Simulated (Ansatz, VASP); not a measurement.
# AsW2S2N2 (W2NS2 MXene under honeycomb AsN, AC) in two plane-wave programs, part 2 of 2

Aim: how closely do two programs agree when they are given the same cell, functional and k mesh? Of the first pair: The structure shown is the start of the Ansatz relaxation below; VASP solves that cell, so the two are compared at the walk's first step.

VASP 6.6.1 and Ansatz 0.2.0.

So far: The structure; Ansatz: relaxation, RPBE with D3(BJ).

**3. VASP: single point, RPBE with D3(BJ), start cell, pair 1**

Level of this step: RPBE with D3(BJ), no spin polarisation; plane waves and PAW (S, W, N, As) (VASP).

The same cell, functional, mesh and smearing now go to VASP, with its own data sets.

Lines of VASP's logs that name or quote its potential files are left out, and so is its time.

INCAR

```
SYSTEM = AsW2S2N2
PREC = Accurate
ENCUT = 520
EDIFF = 1E-06
NELM = 120
ISMEAR = -1
SIGMA = 0.05
LREAL = .FALSE.
ALGO = Normal
GGA = RP
IVDW = 12
NBANDS = 26
LASPH = .TRUE.
LORBIT = 11
LWAVE = .FALSE.
LCHARG = .FALSE.
ISIF = 2
LDIPOL = .TRUE.
IDIPOL = 3
DIPOL = 0.5 0.5 0.315
LVHAR = .TRUE.
GGA_COMPAT = .FALSE.
NELMDL = -8
KPAR = 2
```

POSCAR

```
AsW2S2N2
1.0
    3.0169540000      0.0000000000      0.0000000000
   -1.5084770000      2.6127590000      0.0000000000
    0.0000000000      0.0000000000     43.8944190000
S W N As
2 2 2 1
Direct
    0.3333333333      0.6666666667      0.2050374559
    0.6666666667      0.3333333333      0.3412098928
    0.6666666667      0.3333333333      0.2456716422
    0.3333333333      0.6666666667      0.3005757064
    0.0000000000      0.0000000000      0.2731236743
    0.3333333333      0.6666666667      0.4118339054
    0.0000000000      0.0000000000      0.4339323867
```

KPOINTS

```
Automatic mesh
0
Gamma
12 12 1
0 0 0
```

PAW data sets: S, W, N and As (PBE family, release 64).

The run is started by

```
$ mpirun -np 2 vasp_std
```

Numbers of over 12 decimals in the logs are rounded to 6 here.

The log of the run:

```text
[banner, memory and clock lines left out]
running    2 mpi-ranks, on    1 nodes
 distrk:  each k-point on    1 cores,    2 groups
 distr:  one band on    1 cores,    1 groups

 POSCAR found type information on POSCAR S W N As
 POSCAR found :  4 types and       7 ions
|                                                                             |
|               ----> ADVICE to this user running VASP <----                  |
|                                                                             |
|     You enforced a specific xc type in the INCAR file but a different       |
|     [... a line on the potential file left out ...]
|     I HOPE YOU KNOW WHAT YOU ARE DOING!                                     |
|                                                                             |

 LDA part: xc-table for (Slater+PW92), standard interpolation
 POSCAR, INCAR and KPOINTS ok, starting setup
 FFT: planning ... GRIDC
 FFT: planning ... GRID_SOFT
 FFT: planning ... GRID
 WAVECAR not read
 entering main loop
       N       E                     dE             d eps       ncg     rms          rms(c)
DAV:   1     0.331181308828E+03    0.33118E+03   -0.14085E+04   988   0.113E+03
DAV:   2    -0.810150309354E+01   -0.33928E+03   -0.33065E+03  1546   0.247E+02
DAV:   3    -0.557950424993E+02   -0.47694E+02   -0.47062E+02  1268   0.105E+02
DAV:   4    -0.575542823582E+02   -0.17592E+01   -0.17432E+01  1464   0.231E+01
DAV:   5    -0.576009060569E+02   -0.46624E-01   -0.46542E-01  1360   0.353E+00
DAV:   6    -0.576028374417E+02   -0.19314E-02   -0.19305E-02  1512   0.711E-01
DAV:   7    -0.576028961510E+02   -0.58709E-04   -0.58688E-04  1384   0.110E-01
DAV:   8    -0.576028987318E+02   -0.25808E-05   -0.25798E-05  1328   0.217E-02    0.435E+01
DAV:   9    -0.522055846232E+02    0.53973E+01   -0.39080E+01  1306   0.317E+01    0.194E+01
DAV:  10    -0.521676864504E+02    0.37898E-01   -0.12248E+01  1260   0.183E+01    0.114E+01
DAV:  11    -0.555602761858E+02   -0.33926E+01   -0.44533E+01  1496   0.168E+01    0.956E+00
DAV:  12    -0.536376695686E+02    0.19226E+01   -0.11364E+02  1634   0.207E+01    0.529E+00
DAV:  13    -0.516714269417E+02    0.19662E+01   -0.21148E+01  1466   0.128E+01    0.183E+00
DAV:  14    -0.516036180878E+02    0.67809E-01   -0.13610E+00  1320   0.467E+00    0.101E+00
[...]
DAV:  28    -0.515951756199E+02   -0.28342E-04   -0.67476E-06  1158   0.121E-02    0.330E-03
DAV:  29    -0.515951830582E+02   -0.74384E-05   -0.11885E-06   848   0.493E-03    0.322E-03
DAV:  30    -0.515951885444E+02   -0.54862E-05   -0.25181E-07   728   0.234E-03    0.242E-03
DAV:  31    -0.515951937642E+02   -0.52198E-05   -0.39374E-07   726   0.274E-03    0.183E-03
DAV:  32    -0.515951958424E+02   -0.20782E-05   -0.85812E-08   672   0.160E-03    0.144E-03
DAV:  33    -0.515951984339E+02   -0.25915E-05   -0.60390E-08   684   0.107E-03    0.871E-04
DAV:  34    -0.515951996758E+02   -0.12419E-05   -0.16693E-08   640   0.556E-04    0.607E-04
DAV:  35    -0.515952004977E+02   -0.82194E-06   -0.84766E-09   608   0.333E-04
   1 F= -.65140459E+02 E0= -.65123185E+02  d E =-.345483E-01
```

OUTCAR, selected parts (step 3):

```text
ion  position               nearest neighbor table
   1  0.333  0.667  0.205-   3 2.49   3 2.49   3 2.49
   2  0.667  0.333  0.341-   4 2.49   4 2.49   4 2.49
   3  0.667  0.333  0.246-   5 2.12   5 2.12   5 2.12   1 2.49   1 2.49   1 2.49   4 2.97   4 2.97
                             4 2.97
   4  0.333  0.667  0.301-   5 2.12   5 2.12   5 2.12   2 2.49   2 2.49   2 2.49   3 2.97   3 2.97
                             3 2.97
   5  0.000  0.000  0.273-   4 2.12   3 2.12   4 2.12   3 2.12   4 2.12   3 2.12
   6  0.333  0.667  0.412-   7 1.99   7 1.99   7 1.99
   7  0.000  0.000  0.434-   6 1.99   6 1.99   6 1.99

  LATTYP: Found a hexagonal cell.
 ALAT       =     3.0169540000
 C/A-ratio  =    14.5492503366

 Subroutine GETGRP returns: Found  6 space group operations
 (whereof  6 operations were pure point group operations)

The static configuration has the point symmetry C_3v.

 Found     19 irreducible k-points:

   k-points           NKPTS =     19   k-points in BZ     NKDIM =     19   number of bands    NBANDS=     26

   dimension x,y,z NGX =    24 NGY =   24 NGZ =  336
   dimension x,y,z NGXF=    48 NGYF=   48 NGZF=  672

   ENCUT  =  520.0 eV  38.22 Ry    6.18 a.u.   5.61  5.61 81.61*2*pi/ulx,y,z

   NELECT =      39.0000    total number of electrons

 k-points in reciprocal lattice and weights: Automatic mesh
   0.00000000  0.00000000  0.00000000       0.007
   0.08333333  0.00000000  0.00000000       0.042
   0.16666667 -0.00000000  0.00000000       0.042
   0.25000000  0.00000000  0.00000000       0.042
   0.33333333  0.00000000  0.00000000       0.042
   0.41666667  0.00000000  0.00000000       0.042
   0.50000000  0.00000000  0.00000000       0.021
   0.08333333  0.08333333  0.00000000       0.042
   0.16666667  0.08333333  0.00000000       0.083
[...]
0.33333333  0.25000000  0.00000000       0.083
   0.33333333  0.33333333  0.00000000       0.014

 dipolmoment           0.000000      0.000000     -0.044043 electrons x Angstroem

 average (electrostatic) potential at core
       1 -93.1832       2 -93.1715       3 -47.8442       4 -47.8410       5 -72.3392
       6 -71.1330       7 -57.6474

 E-fermi :  -0.8097

 k-point     1 :       0.0000    0.0000    0.0000
  band No.  band energies     occupation
    ...
     17      -2.3603      2.00000
     18      -2.3603      2.00000
     19      -1.0594      1.98654
     20      -1.0594      1.98654
     21      -0.8879      1.65381
     22      -0.4983      0.00394
     23      -0.4983      0.00394
     24      -0.3817      0.00038
     25       1.3438      0.00000
     26       1.3438      0.00000

 k-point     2 :       0.0833    0.0000    0.0000
  band No.  band energies     occupation
    ...
     17      -2.7047      2.00000
     18      -2.6496      2.00000
     19      -1.1575      1.99810
     20      -0.8111      1.01376
     21      -0.8074      0.97659
     22      -0.4268      0.00094
     23      -0.3297      0.00014
     24       0.1419      0.00000
     25       1.0168      0.00000
     26       1.3267      0.00000

 k-point     3 :       0.1667   -0.0000    0.0000
  band No.  band energies     occupation
    ...
     17      -2.9237      2.00000
     18      -2.7030      2.00000
     19      -1.6918      2.00000
     20      -1.0413      1.98072
     21      -0.7741      0.65801
     22       0.0011      0.00000
     23       0.3147      0.00000
     24       0.7584      0.00000
     25       1.2255      0.00000
     26       1.2586      0.00000

 Edisp (eV)  -13.54526

  Total      -9.36592    -9.36592    -7.76817     0.00000     0.00000     0.00000
  in kB     -43.36940   -43.36941   -35.97097     0.00000     0.00000     0.00000
  external pressure =      -40.90 kB  Pullay stress =        0.00 kB

  energy-cutoff  :      520.00
  volume of cell :      346.00
      direct lattice vectors                 reciprocal lattice vectors
     3.016954000  0.000000000  0.000000000     0.331460142  0.191368588  0.000000000
    -1.508477000  2.612759000  0.000000000     0.000000000  0.382737176  0.000000000
     0.000000000  0.000000000 43.894419000     0.000000000  0.000000000  0.022781940

 POSITION                                       TOTAL-FORCE (eV/Angst)
 -----------------------------------------------------------------------------------
     -0.00000      1.74184      9.00000        -0.000000     -0.000000      2.391096
      1.50848      0.87092     14.97721         0.000000      0.000000     -2.369593
      1.50848      0.87092     10.78361        -0.000000     -0.000000     -3.072760
     -0.00000      1.74184     13.19360        -0.000000     -0.000000      3.141785
      0.00000      0.00000     11.98860        -0.000000     -0.000000      0.006924
     -0.00000      1.74184     18.07721         0.000000      0.000000      0.285422
      0.00000      0.00000     19.04721        -0.000000     -0.000000     -0.382874
 -----------------------------------------------------------------------------------
    total drift:                                0.000000     -0.000004     -0.000382

  FREE ENERGIE OF THE ION-ELECTRON SYSTEM (eV)
  ---------------------------------------------------
  free  energy   TOTEN  =       -65.1404589773 eV

  energy  without entropy=      -65.1059106758  energy(sigma->0) =      -65.12318483

 vacuum level on the upper side and lower side of the slab         2.876         3.887

 total charge
# of ion       s       p       d       tot
------------------------------------------
    1        1.377   2.307   0.000   3.684
    2        1.381   2.300   0.000   3.681
    3        0.550   0.715   4.315   5.580
    4        0.552   0.716   4.313   5.581
    5        1.242   2.559   0.000   3.801
    6        1.309   2.305   0.000   3.614
    7        1.271   1.306   0.111   2.688
--------------------------------------------------
tot          7.682  12.208   8.739  28.629

[... 3 further parts left out ...]
```

This run has no spin polarisation, so a moment on W, if there is one, isn't seen. Its electron count is odd, so without a moment it is a metal by construction. The PAW data sets were made with PBE, which is usual practice but a small mismatch for other functionals. The data set W keeps the semicore shell frozen, which is cheaper and a little less accurate.

**4. Comparison**

Known differences besides the potentials themselves: Ansatz cuts the interaction across the vacuum, VASP repeats the sheet with a dipole correction; the data sets hold 65 valence electrons in Ansatz (on its default PAW (the set named soft_2) files) and 39 in VASP; the cutoff is 420 eV in Ansatz and 520 eV in VASP; Ansatz makes its cores anew for this functional, VASP keeps those of its PBE data sets. Total energies have different zeros and are not compared.

Forces (eV/Å; atoms numbered as in POSCAR):

| atom | Ansatz x, y, z | VASP x, y, z |
| --- | --- | --- |
| S1 | 0.000, 0.000, 2.348 | 0.000, 0.000, 2.391 |
| S2 | 0.000, 0.000, -2.324 | 0.000, 0.000, -2.370 |
| W3 | 0.000, 0.000, -3.005 | 0.000, 0.000, -3.073 |
| W4 | 0.000, 0.000, 3.070 | 0.000, 0.000, 3.142 |
| N5 | 0.000, 0.000, 0.008 | 0.000, 0.000, 0.007 |
| N6 | 0.000, 0.000, 0.372 | 0.000, 0.000, 0.285 |
| As7 | 0.000, 0.000, -0.469 | 0.000, 0.000, -0.383 |

The forces differ by 37 meV/Å r.m.s., which is 3.0 % of the r.m.s. force of 1.212 eV/Å (both taken over all components). With vacuum in the cell, a pressure given here is an average over mostly empty space and none of the material.

**5. Other set-ups**

Further runs change the set-up of one program: Ansatz's method, potentials or start, or VASP's data sets, cutoff or form of LDA. The table gives that difference for each run.

```csv
run,r.m.s. force difference (meV/Å)
as above,37
"VASP with the data sets S, W_sv, N and As_d",37
```

**6. Ansatz: relaxation, RPBE with D3(BJ)**

This run makes the geometry at which the two programs are then compared.

The structure compared here is the end of the Ansatz relaxation.

input.yaml

```yaml
crystal:
  lattice:
    - [3.016954, 0.0, 0.0]
    - [-1.508477, 2.612758806, 0.0]
    - [0.0, 0.0, 28.047209697]
  atoms:
    - { symbol: S, position: [0.3333333333, 0.6666666667, 0.3208875356] }
    - { symbol: W, position: [0.6666666667, 0.3333333333, 0.3844808176] }
    - { symbol: "N", position: [0.0, 0.0, 0.4274437628] }
    - { symbol: W, position: [0.3333333333, 0.6666666667, 0.470406708] }
    - { symbol: S, position: [0.6666666667, 0.3333333333, 0.53399999] }
    - { symbol: "N", position: [0.3333333333, 0.6666666667, 0.6445279189] }
    - { symbol: As, position: [0.0, 0.0, 0.6791124644] }
  periodic: [true, true, false]
kpoints:
  mp_grid: { grid: [12, 12, 1] }
hamiltonian:
  xc: rpbe
  dispersion: d3bj
scf:
  occupations: { method: fermi_dirac, width: 0.05 }
  convergence: { dr2_threshold: 1.0e-09 }
relax:
  f_tol: 0.004
  max_steps: 90
  cell: {}
output:
  write_potential: true
  write_density: true
  volumetric_format: npy
```

The run is started by

```
$ ansatz run input.yaml --threads 2 --pin off --max-ram 3072MiB --backend cpu --events-out ev --progress --plain --runs-dir out
```

The log of the run:

```text
[...]
Crystal: 7 atoms, lattice volume = 312.060 Å³
[...]
SCF iter   7: F=-28252.550927 eV  HF=-28252.550927 eV  |F-HF|=2.11e-10  |Δ(HF+E_count)|=   4.91e-9  Δρ=1.59e-7  dr2=1.69e-10  ethr=1.54e-12  ⟨swp⟩=12.1  Hψ=7480  notcnv=0
SCF 9 converged in 7 iterations: F = -28252.550927 eV  dr2 = 1.69e-10
[...]
- [2.865161, 0.0, 0]
    - [-1.432581, 2.481303, 0]
    - [0, 0, 43.894419]
  atoms:
    - { symbol: S, position: [0.333333, 0.666667, 0.205207] }
    - { symbol: W, position: [0.666667, 0.333333, 0.243878] }
    - { symbol: N, position: [6.242693218629955e-17, -3.3231165362215487e-17, 0.275414] }
    - { symbol: W, position: [0.333333, 0.666667, 0.306891] }
    - { symbol: S, position: [0.666667, 0.333333, 0.345497] }
    - { symbol: N, position: [0.333333, 0.666667, 0.406074] }
[...]
[key lines of the parts left out:]
SCF converged after 5 iterations
Free energy (F): -28252.550856 eV
Fermi energy:    -4.184658 eV
P = ½ c Tr σ = -0.0040 N/m
```

**7. VASP: single point, RPBE with D3(BJ), relaxed cell, pair 2**

The same cell, functional, mesh and smearing now go to VASP, with its own data sets.

Changes to INCAR since step 3:

```diff
@@ -19,3 +19,3 @@
 IDIPOL = 3
-DIPOL = 0.5 0.5 0.315
+DIPOL = 0.5 0.5 0.316
 LVHAR = .TRUE.
```

POSCAR

```
AsW2S2N2
1.0
    2.8651613582      0.0000000000      0.0000000000
   -1.4325806791      2.4813025221      0.0000000000
    0.0000000000      0.0000000000     43.8944193935
S W N As
2 2 2 1
Direct
    0.3333333333      0.6666666667      0.2052071211
    0.6666666667      0.3333333333      0.3454967806
    0.6666666667      0.3333333333      0.2438781700
    0.3333333333      0.6666666667      0.3068913472
    0.0000000000      0.0000000000      0.2754142774
    0.3333333333      0.6666666667      0.4060739631
    0.0000000000      0.0000000000      0.4284229534
```

KPOINTS is that of step 3.

The run is started by

```
$ mpirun -np 2 vasp_std
```

The log of the run:

```text
[banner, memory and clock lines left out]
running    2 mpi-ranks, on    1 nodes
[...]
[... a notice as in an earlier step ...]

 LDA part: xc-table for (Slater+PW92), standard interpolation
 POSCAR, INCAR and KPOINTS ok, starting setup
[...]
entering main loop
       N       E                     dE             d eps       ncg     rms          rms(c)
DAV:   1     0.339869577750E+03    0.33987E+03   -0.14673E+04  1012   0.115E+03
DAV:   2    -0.114198149126E+02   -0.35129E+03   -0.34214E+03  1540   0.258E+02
DAV:   3    -0.555803230061E+02   -0.44161E+02   -0.43780E+02  1230   0.104E+02
DAV:   4    -0.570311239912E+02   -0.14508E+01   -0.14446E+01  1464   0.219E+01
[...]
DAV:  32    -0.513840654714E+02   -0.26877E-05   -0.80779E-08   676   0.170E-03    0.360E-04
DAV:  33    -0.513840665407E+02   -0.10693E-05   -0.35483E-08   670   0.996E-04    0.552E-04
DAV:  34    -0.513840671632E+02   -0.62248E-06   -0.18384E-08   646   0.820E-04
   1 F= -.66187717E+02 E0= -.66180628E+02  d E =-.141781E-01
```

Parts of OUTCAR (step 7):

```text
 Edisp (eV)  -14.80365

  Total      -0.15003    -0.15003    -0.02419    -0.00000     0.00000     0.00000
  in kB      -0.77028    -0.77028    -0.12420    -0.00000     0.00000     0.00000
  external pressure =       -0.55 kB  Pullay stress =        0.00 kB

 POSITION                                       TOTAL-FORCE (eV/Angst)
 -----------------------------------------------------------------------------------
     -0.00000      1.65420      9.00745         0.000000      0.000000      0.032067
      1.43258      0.82710     15.16538         0.000000     -0.000000     -0.029123
      1.43258      0.82710     10.70489        -0.000000      0.000000     -0.037526
     -0.00000      1.65420     13.47082        -0.000000      0.000000      0.038255
      0.00000      0.00000     12.08915        -0.000000      0.000000     -0.001444
     -0.00000      1.65420     17.82438        -0.000000      0.000000     -0.143427
      0.00000      0.00000     18.80538        -0.000000      0.000000      0.141197
 -----------------------------------------------------------------------------------
    total drift:                                0.000000     -0.000000     -0.000252

  FREE ENERGIE OF THE ION-ELECTRON SYSTEM (eV)
  ---------------------------------------------------
  free  energy   TOTEN  =       -66.1877168510 eV

  energy  without entropy=      -66.1735387966  energy(sigma->0) =      -66.18062782

[... 1 part as in an earlier step ...]

[... 2 further parts left out ...]
[key lines of the parts left out:]
E-fermi :  -0.4613
```

**8. Side by side**

What differs besides the data sets and the points named for the pairs above, as far as they apply: the data sets hold 65 valence electrons in Ansatz (on its default PAW (the set named soft_2) files) and 39 in VASP. Total energies have different zeros and are not compared.

Forces (eV/Å; atoms numbered as in POSCAR):

| atom | Ansatz x, y, z | VASP x, y, z |
| --- | --- | --- |
| S1 | 0.000, 0.000, 0.000 | 0.000, 0.000, 0.032 |
| S2 | 0.000, 0.000, 0.001 | 0.000, 0.000, -0.029 |
| W3 | 0.000, 0.000, 0.000 | 0.000, 0.000, -0.038 |
| W4 | 0.000, 0.000, -0.001 | 0.000, 0.000, 0.038 |
| N5 | 0.000, 0.000, 0.000 | 0.000, 0.000, -0.001 |
| N6 | 0.000, 0.000, 0.000 | 0.000, 0.000, -0.143 |
| As7 | 0.000, 0.000, 0.000 | 0.000, 0.000, 0.141 |

The forces differ by 46 meV/Å r.m.s., where the r.m.s. force is 0.000 eV/Å in Ansatz and 0.046 eV/Å in VASP: the atoms lie near their places of rest in Ansatz, so a percentage would say little (all taken over all components). With vacuum in the cell, a pressure given here is an average over mostly empty space and none of the material.

**9. Summary of results**

| Property | Result |
| --- | --- |
| r.m.s. force difference (single point, RPBE with D3(BJ), start cell, pair 1) | 3.0 % of the r.m.s. force |
| r.m.s. force difference (single point, RPBE with D3(BJ), relaxed cell, pair 2) | 46 meV/Å |

The r.m.s. force difference is 46 meV/Å (single point, RPBE with D3(BJ), relaxed cell, pair 2), beyond the 12 meV/Å picked in this series as the mark of a large difference. The data sets hold unlike numbers of valence electrons (65 in Ansatz and 39 in VASP), so part of the differences comes from the potentials. For single point, RPBE with D3(BJ), start cell, pair 1, no further run moves any of the tabulated differences by more than a quarter of its size. What causes the difference of the single point, RPBE with D3(BJ), relaxed cell, pair 2 pair stays open here. Such differences can come from data sets, numerical settings and the points named under the comparisons, not from the functional's error against experiment.

[Lines on the potential files, build, host, timing and source positions are cut from VASP's logs without a mark.]

[Logs are printed without paths, hosts, clocks, repeated set-up lines and the standing remarks that a program may print on its own settings, such as how far it seeks lower states.]

[Hosts, paths, dates, database ids (printed as entryN), source tags and the programs' standing remarks are cut or masked in the printed files.]
